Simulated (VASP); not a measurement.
Given:

```
NaF
1.0
    0.00000     2.34605     2.34605
    2.34605     0.00000     2.34605
    2.34605     2.34605     0.00000
Na F
1 1
Cartesian
  0.00000   0.00000   0.00000
  2.34605   2.34605   2.34605
```

All values below come from PBE GGA, VASP's PBE PAW potentials (set 64) (plane waves; VASP). Settings: 600 eV cut-off, 10×10×10 Γ-centred mesh, Gaussian smearing of 0.050 eV, potentials Na_pv F.

What does the run give for the energy per atom (σ→0), band gap (on the k-mesh) with the smallest direct gap where there is one?

The band gap (on the k-mesh) is 6.10 eV and the smallest direct gap (on the k-mesh) comes out as 6.10 eV. The energy per atom (σ→0) comes out as -4.286 eV/atom.

Only differences to runs with the same potentials and settings are physical.

The compound is NaF in the rock salt structure. It was relaxed first.
